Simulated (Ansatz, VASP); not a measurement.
# Cross-check of P2N (phosphorene, 3 layers, N on P sites) between VASP and Ansatz, part 2 of 2

One calculation is typed for both programs; each brings its own data sets. How far apart do they land? The cell is taken from a series of runs on this material, whose earlier steps may have relaxed, scaled, displaced or heated it; both programs get it as it stands.

VASP 6.6.1 and Ansatz 0.2.0.

So far: Set-up; VASP: single point, PBE.

## (3) Ansatz: single point, PBE

Level of this step: Ansatz beside VASP: Kohn-Sham DFT, plane waves, PBE (Ansatz).

Ansatz runs on its default PAW (the set named soft_2) files.

The same cell, functional, mesh and smearing now go to Ansatz, which takes its cutoff from its data sets.

The input, input.yaml:

```yaml
crystal:
  lattice:
    - [10.3397, 0.0, 0.0]
    - [0.0, 9.1021, 0.0]
    - [0.0, 0.0, 29.176]
  atoms:
    - { symbol: P, position: [0.99481, 0.04209, 0.34796] }
    - { symbol: P, position: [0.00049, 0.95781, 0.27441] }
    - { symbol: "N", position: [0.1712, 0.20782, 0.34874] }
    - { symbol: P, position: [0.168, 0.29084, 0.27188] }
    - { symbol: P, position: [0.99838, 0.53694, 0.34699] }
    - { symbol: P, position: [0.99876, 0.45609, 0.27314] }
    - { symbol: P, position: [0.16999, 0.70774, 0.34744] }
    - { symbol: P, position: [0.17123, 0.79421, 0.27364] }
    - { symbol: P, position: [0.33417, 0.03473, 0.34767] }
    - { symbol: P, position: [0.33423, 0.95896, 0.27314] }
    - { symbol: P, position: [0.50178, 0.21276, 0.34863] }
    - { symbol: P, position: [0.50288, 0.29094, 0.27336] }
    - { symbol: P, position: [0.33441, 0.54758, 0.34716] }
    - { symbol: "N", position: [0.33878, 0.46724, 0.27498] }
    - { symbol: "N", position: [0.49867, 0.71064, 0.34718] }
    - { symbol: P, position: [0.49888, 0.79477, 0.27484] }
    - { symbol: P, position: [0.66669, 0.04052, 0.34773] }
    - { symbol: P, position: [0.66236, 0.96222, 0.27232] }
    - { symbol: "N", position: [0.83688, 0.21246, 0.34761] }
    - { symbol: P, position: [0.83854, 0.29079, 0.27275] }
    - { symbol: P, position: [0.66844, 0.54077, 0.34687] }
    - { symbol: "N", position: [0.66314, 0.46123, 0.27458] }
    - { symbol: "N", position: [0.82824, 0.71212, 0.3457] }
    - { symbol: P, position: [0.83251, 0.78872, 0.27383] }
    - { symbol: "N", position: [0.16401, 0.04048, 0.53558] }
    - { symbol: "N", position: [0.17114, 0.95408, 0.46411] }
    - { symbol: P, position: [0.33019, 0.20852, 0.53856] }
    - { symbol: "N", position: [0.33299, 0.29515, 0.4633] }
    - { symbol: P, position: [0.16325, 0.53702, 0.53803] }
    - { symbol: P, position: [0.16717, 0.46241, 0.46296] }
    - { symbol: P, position: [0.33604, 0.70989, 0.53785] }
    - { symbol: P, position: [0.32894, 0.78636, 0.46349] }
    - { symbol: "N", position: [0.49807, 0.03948, 0.53646] }
    - { symbol: P, position: [0.49862, 0.9591, 0.46128] }
    - { symbol: P, position: [0.66437, 0.21202, 0.53632] }
    - { symbol: P, position: [0.66843, 0.28991, 0.4622] }
    - { symbol: P, position: [0.50181, 0.54072, 0.53759] }
    - { symbol: P, position: [0.50187, 0.45655, 0.46409] }
    - { symbol: "N", position: [0.66684, 0.70423, 0.53479] }
    - { symbol: P, position: [0.66844, 0.79011, 0.46291] }
    - { symbol: "N", position: [0.83276, 0.03715, 0.53682] }
    - { symbol: P, position: [0.83126, 0.96008, 0.46269] }
    - { symbol: P, position: [0.99941, 0.21092, 0.53732] }
    - { symbol: P, position: [0.00162, 0.28946, 0.46289] }
    - { symbol: "N", position: [0.8344, 0.54319, 0.53806] }
    - { symbol: "N", position: [0.8341, 0.46054, 0.46256] }
    - { symbol: P, position: [0.99888, 0.7125, 0.53641] }
    - { symbol: "N", position: [0.99532, 0.79102, 0.46493] }
    - { symbol: "N", position: [0.99511, 0.03888, 0.72518] }
    - { symbol: P, position: [0.00109, 0.96161, 0.6535] }
    - { symbol: "N", position: [0.16915, 0.20988, 0.72572] }
    - { symbol: P, position: [0.16605, 0.29444, 0.65135] }
    - { symbol: P, position: [0.00133, 0.54319, 0.72644] }
    - { symbol: P, position: [0.00353, 0.46526, 0.65417] }
    - { symbol: "N", position: [0.16849, 0.71381, 0.72655] }
    - { symbol: P, position: [0.1689, 0.78808, 0.65257] }
    - { symbol: P, position: [0.33752, 0.03897, 0.72601] }
    - { symbol: P, position: [0.33618, 0.9586, 0.65204] }
    - { symbol: "N", position: [0.49828, 0.21277, 0.7261] }
    - { symbol: P, position: [0.50042, 0.29486, 0.65261] }
    - { symbol: P, position: [0.33062, 0.54102, 0.72484] }
    - { symbol: "N", position: [0.33443, 0.45761, 0.65217] }
    - { symbol: "N", position: [0.50243, 0.70469, 0.72641] }
    - { symbol: P, position: [0.4982, 0.78911, 0.65369] }
    - { symbol: P, position: [0.66429, 0.04162, 0.72591] }
    - { symbol: P, position: [0.66726, 0.95899, 0.65298] }
    - { symbol: "N", position: [0.83689, 0.20901, 0.72723] }
    - { symbol: P, position: [0.83838, 0.28925, 0.65169] }
    - { symbol: P, position: [0.66494, 0.54009, 0.72563] }
    - { symbol: "N", position: [0.66646, 0.45775, 0.65445] }
    - { symbol: P, position: [0.83297, 0.71243, 0.72531] }
    - { symbol: "N", position: [0.83253, 0.79226, 0.65363] }
kpoints:
  mp_grid: { grid: [1, 1, 1] }
hamiltonian:
  xc: pbe
scf:
  occupations: { method: fermi_dirac, width: 0.05 }
output:
  forces: true
  eigenvalues: true
  populations: true
```

Launch:

```bash
ansatz run input.yaml --threads 4 --pin off --max-ram 8192MiB --backend cpu --events-out ev --progress --plain --runs-dir out
```

Numbers of over 12 decimals in the logs are rounded to 6 here.

Log:

```text
Engine: ansatz 0.2.0, aarch64-unknown-linux-gnu
Pseudopotentials: kind: paw
Pseudopotential: P, paw, valence charge 5, recommended cutoff 420 eV (normal), P.paw.azcp
Pseudopotential: N, paw, valence charge 5, recommended cutoff 420 eV (normal), N.paw.azcp
Functional definition: PBE
  parameter kappa = 0.804
  parameter beta = 0.066725
  exchange = pbe_x(kappa = kappa, mu = beta*pi^2/3)
  correlation = pbe_c(beta = beta)
Crystal: 72 atoms, lattice volume = 2745.840 Å³
Basis set: ecut = 420 eV, 53541 PW (Γ), exchange–correlation on 144×128×400 points (8 copies of the dense FFT grid, shifted against one another)
Bands: 252, of which v1, the nominal top of the filled ones, is band 180 counted from 1 (179 counted from 0)
Symmetry: 1 space group operations
Space group: P1 (ITA 1), of the structure as read, at distance tolerance 1.4e-4 Å
k-points: 1
Non-local potential: P, projectors of the file, l = 0: 2, l = 1: 2, l = 2: 2
Non-local potential: N, projectors of the file, l = 0: 2, l = 1: 2, l = 2: 1
PAW form: soft (Blöchl's): semilocal exchange-correlation on the pseudo side does not see the compensation charge
PAW one-centre angular grid: P, 110 points (default); XC on 64 Gauss nodes
PAW one-centre angular grid: N, 110 points (default); XC on 64 Gauss nodes
Initial density: superposition of atomic densities (neutral atoms: chi_scale 0, normalization atom), corrected by the library's trained network
Initial wavefunctions: pseudopotential atomic-orbital guess
Functional: x = pbe(κ = 0.804, μ = 0.219515), c = pbe(β = 0.066725)
SCF iter   1: F=—  HF=-45396.152408 eV  |F-HF|=—  |Δ(HF+E_count)|=         —  Δρ=5.83e-3  dr2=1.37e0  ethr=1.77e-3  ⟨swp⟩=7.0  Hψ=1231  notcnv=0  defer=1
preconditioner: auto → Resta (q_TF=auto, 1.945 Å⁻¹)  ε∞=4.0  [insulator: Δε(μ)=0.521 eV  Ē_g=7.773 eV  σ=0.050 eV  W_gap=0.99  n_scr=332 (ndim 8)  ℏωp=13.4 eV  f_vac=0.423  D(μ)=0.54/eV (n_scr^D=0)  ε∞_Penn≈4.0  vacuum switching on, ρ_ref=4.4e-3 e/Å³]
SCF iter   2: F=—  HF=-45396.174841 eV  |F-HF|=—  |Δ(HF+E_count)|=   2.24e-2  Δρ=7.50e-3  dr2=2.51e0  ethr=3.81e-4  ⟨swp⟩=3.0  Hψ=366  notcnv=0  defer=44
preconditioner: auto → LDOS  [insulator: Δε(μ)=0.331 eV  Ē_g=7.775 eV  σ=0.050 eV  W_gap=0.93  n_scr=332 (ndim 8)  ℏωp=13.4 eV  f_vac=0.423  D(μ)=2.82/eV (n_scr^D=4)  ε∞_Penn≈4.0  β→1.0]
SCF iter   3: F=—  HF=-45395.990411 eV  |F-HF|=—  |Δ(HF+E_count)|=   1.84e-1  Δρ=2.43e-3  dr2=2.34e-1  ethr=3.81e-4  ⟨swp⟩=2.0  Hψ=307  notcnv=0  defer=44
SCF iter   4: F=—  HF=-45396.048827 eV  |F-HF|=—  |Δ(HF+E_count)|=   5.84e-2  Δρ=4.20e-3  dr2=9.59e-1  ethr=6.49e-5  ⟨swp⟩=4.0  Hψ=399  notcnv=0  defer=44  recentre
SCF iter   5: F=—  HF=-45395.975995 eV  |F-HF|=—  |Δ(HF+E_count)|=   7.28e-2  Δρ=1.12e-3  dr2=7.25e-2  ethr=6.49e-5  ⟨swp⟩=3.0  Hψ=403  notcnv=0  defer=44
SCF iter   6: F=—  HF=-45395.971677 eV  |F-HF|=—  |Δ(HF+E_count)|=   4.32e-3  Δρ=3.44e-4  dr2=4.04e-3  ethr=2.02e-5  ⟨swp⟩=2.0  Hψ=291  notcnv=0  defer=44
SCF iter   7: F=—  HF=-45395.971321 eV  |F-HF|=—  |Δ(HF+E_count)|=   3.56e-4  Δρ=1.86e-4  dr2=9.44e-4  ethr=1.12e-6  ⟨swp⟩=2.0  Hψ=321  notcnv=0  defer=44
SCF iter   8: F=—  HF=-45395.971577 eV  |F-HF|=—  |Δ(HF+E_count)|=   2.56e-4  Δρ=9.26e-5  dr2=2.26e-4  ethr=2.62e-7  ⟨swp⟩=2.0  Hψ=292  notcnv=0  defer=44
SCF iter   9: F=—  HF=-45395.971699 eV  |F-HF|=—  |Δ(HF+E_count)|=   1.22e-4  Δρ=5.22e-5  dr2=9.11e-5  ethr=6.27e-8  ⟨swp⟩=2.0  Hψ=385  notcnv=0  defer=44
SCF iter  10: F=—  HF=-45395.972130 eV  |F-HF|=—  |Δ(HF+E_count)|=   4.31e-4  Δρ=2.88e-5  dr2=2.03e-5  ethr=2.53e-8  ⟨swp⟩=2.0  Hψ=293  notcnv=0  defer=44
SCF iter  11: F=—  HF=-45395.972155 eV  |F-HF|=—  |Δ(HF+E_count)|=   2.50e-5  Δρ=1.85e-5  dr2=1.50e-5  ethr=5.63e-9  ⟨swp⟩=2.0  Hψ=307  notcnv=0  defer=44
SCF iter  12: F=—  HF=-45395.972161 eV  |F-HF|=—  |Δ(HF+E_count)|=   6.63e-6  Δρ=6.41e-6  dr2=1.39e-6  ethr=4.16e-9  ⟨swp⟩=2.0  Hψ=301  notcnv=0  defer=44
SCF iter  13: F=—  HF=-45395.972163 eV  |F-HF|=—  |Δ(HF+E_count)|=   1.94e-6  Δρ=4.00e-6  dr2=5.49e-7  ethr=3.85e-10  ⟨swp⟩=3.0  Hψ=342  notcnv=0  defer=44
SCF iter  14: F=—  HF=-45395.972164 eV  |F-HF|=—  |Δ(HF+E_count)|=   7.06e-7  Δρ=2.24e-6  dr2=1.66e-7  ethr=1.52e-10  ⟨swp⟩=2.0  Hψ=301  notcnv=0  defer=44
SCF iter  15: F=-45395.972165 eV  HF=-45395.972164 eV  |F-HF|=1.84e-7  |Δ(HF+E_count)|=   3.56e-7  Δρ=1.20e-6  dr2=4.88e-8  ethr=2.78e-11  ⟨swp⟩=13.0  Hψ=1518  notcnv=0
SCF 1 converged in 15 iterations: F = -45395.972165 eV  dr2 = 4.88e-8
  greatest PAW one-centre occupation: 0.851 electrons in one spin orbital (limit 2), on the N atom at site 48 (counted from 0), in its partial waves of l = 0
SCF converged after 15 iterations
Free energy (F): -45395.972165 eV
Harris-Foulkes:  -45395.972164 eV  (|F-HF|=1.84e-7)
Internal energy: -45395.950769 eV  (E = F + TS)
E sigma→0 (E₀):  -45395.961467 eV
Entropy (-TS):   -0.021396 eV (-0.297 meV/atom)
Fermi energy:    -0.546582 eV
--- Per-component energies (eV) ---
  E_band       = -2269.905927
  E_kinetic    = 5954.757179
  E_local      = -131183.880934  (includes V_loc(G=0)·N_el)
  E_nonlocal   = 2718.894648
  E_hartree    = 62741.780897
  E_xc         = -4196.699527
  E_vxc        = -4485.713291  (∫ρ·V_xc dr)
  E_paw        = -30324.711844  (= ΣΔE_a)
  E_vpaw       = -757.536736  (= ΣTr[D̂ρ^β])
  E_aug_tail   = 0.001994  (compensation charges beyond the density's cutoff)
  E_ewald      = 48893.906818
  E_smearing   = -0.021396  (= −TS)
  E_closure    = -0.000000  (closes the sum)
  Σ components = -45395.972165   (vs F -45395.972165, Δ=0.00e0)
--- Forces (eV/Å), atoms counted from 1 ---
  atom   1  P      0.13571015     2.65821607    -0.34681095
  atom   2  P     -0.22817115    -0.16596177     0.52681146
  atom   3  N     -0.21299360    -2.02912155    -2.76648939
  atom   4  P      1.10171006     1.10084403     2.77984406
  atom   5  P     -0.77218609     1.44310560    -0.36800966
  atom   6  P      0.29898672    -0.25170841     0.60447431
  atom   7  P     -0.34936549    -0.31374248    -0.63811494
  atom   8  P     -0.50042189     0.06336521     0.51924504
  atom   9  P     -0.92117670     1.95201920    -0.39162396
  atom  10  P      0.22312135    -0.01467805     0.75227345
  atom  11  P     -0.16401374    -0.62959757    -0.90682524
  atom  12  P      0.13266954     2.93529379     1.00719552
  atom  13  P      1.56977854     0.40883987    -2.31206509
  atom  14  N     -0.14319538    -2.04091673     2.33021626
  atom  15  N     -0.07886159    -2.06584367    -2.54744515
  atom  16  P      0.01151406    -0.45052892     2.27800157
  atom  17  P      1.01983005     1.50637196    -0.70262706
  atom  18  P      0.41477321    -0.46412142     0.96767207
  atom  19  N      0.08326488    -2.21600054    -2.78359160
  atom  20  P     -1.50914122     0.59164398     2.58735561
  atom  21  P     -0.02162074     2.18333273    -2.63322267
  atom  22  N      0.14128093    -1.92349641     2.69721899
  atom  23  N     -0.21300980    -2.22204301    -2.64555296
  atom  24  P     -0.09089515     0.02164140     2.42476567
[...]
atom  65  P      0.18849182     2.46502462    -0.09824087
  atom  66  P      0.92483215    -1.36141980     0.25427245
  atom  67  N     -0.24459795    -2.10602237    -2.98481779
  atom  68  P     -1.10354871     1.15733035     2.79868433
  atom  69  P     -0.98271060     0.97815078    -2.38068520
  atom  70  N     -0.25482771    -1.94359565     2.41126083
  atom  71  P     -0.06300649    -0.20078697    -2.55237288
  atom  72  N      0.07108898     2.16452234     2.61202682
  max |Σ_I F_I| component: 1.05e-4 eV/Å
--- Band table (eV) ---
  k-point 0: bands = [... 176 lower, -1.2997, -1.0563, -0.9040, -0.7398, -0.3536, -0.1568, -0.1224, -0.0708, ... 68 higher]
--- Löwdin populations: 72 sites ---
  site symbol       q [e]
     0      P      4.6009
     1      P      4.9418
     2      N      5.4831
     3      P      4.6783
     4      P      4.7410
     5      P      4.8768
     6      P      4.8979
     7      P      4.8845
     8      P      4.7590
     9      P      4.9051
    10      P      4.8993
    11      P      4.6207
    12      P      4.6073
    13      N      5.4917
    14      N      5.5249
    15      P      4.7167
    16      P      4.7658
    17      P      4.9208
    18      N      5.4932
    19      P      4.6626
    20      P      4.4576
    21      N      5.4921
    22      N      5.5018
    23      P      4.7468
[...]
64      P      4.6084
    65      P      4.7611
    66      N      5.3380
    67      P      4.6376
    68      P      4.5780
    69      N      5.4822
    70      P      4.7390
    71      N      5.4691
  spilling = 0.009581 (of n_electrons = 360.000000)
```

Reading the cycles: dr2 is the Hartree energy of the density residual (eV), the measure of convergence; HF is the Harris–Foulkes estimate of the energy, which meets the free energy F at convergence.

## (4) Differences

Known differences besides the potentials themselves: the cutoff is 420 eV in Ansatz and 520 eV in VASP (PREC = Accurate, projectors in real space). Total energies have different zeros and are not compared.

Both answers:

```csv
quantity,Ansatz,VASP,difference
gap on the k mesh (eV),0.386,0.392,-0.006
```

Forces on 10 of the 72 atoms, those with the largest forces and the largest differences (eV/Å; atoms numbered as in POSCAR):

```
atom          Ansatz x, y, z            VASP x, y, z
  P9    0.223, -0.015, 0.752    0.217, -0.048, 0.790
 P19  -0.039, -2.419, -2.656  -0.038, -2.420, -2.662
 P26     1.201, 1.240, 0.585     1.179, 1.249, 0.626
 P40   -0.115, -0.303, 0.637   -0.111, -0.333, 0.674
 N52   0.083, -2.216, -2.784   0.085, -2.216, -2.788
 N58   -0.068, 2.484, -2.603   -0.069, 2.484, -2.604
 N60    0.008, 2.313, -2.751    0.007, 2.311, -2.753
 N66   0.309, -2.435, -2.967   0.308, -2.436, -2.970
 N67   0.087, -2.226, -3.061   0.085, -2.226, -3.064
 N70  -0.245, -2.106, -2.985  -0.245, -2.102, -2.987
```

The forces differ by 18 meV/Å r.m.s., which is 1.1 % of the r.m.s. force of 1.580 eV/Å (both taken over all components). A gap on the mesh is an upper bound, since the band edges may lie between its points. Where the cell holds vacuum, a pressure given here is an average over it and none of the material.

## (5) Outcome

```json
{
  "r.m.s. force difference (single point, PBE)": "1.1 % of the r.m.s. force"
}
```

In words: The r.m.s. force difference is 1.1 % of the r.m.s. force (single point, PBE), within the 3 % picked in this series as the mark of a large difference. How closely two codes agree says nothing of how well the functional describes the real material.

[Lines on the potential files, build, host, timing and source positions are cut from VASP's logs without a mark.]

[Logs are printed without paths, hosts, clocks, repeated set-up lines and the standing remarks that a program may print on its own settings, such as how far it seeks lower states.]

[Hosts, paths, dates, database ids (printed as entryN), source tags and the programs' standing remarks are cut or masked in the printed files.]
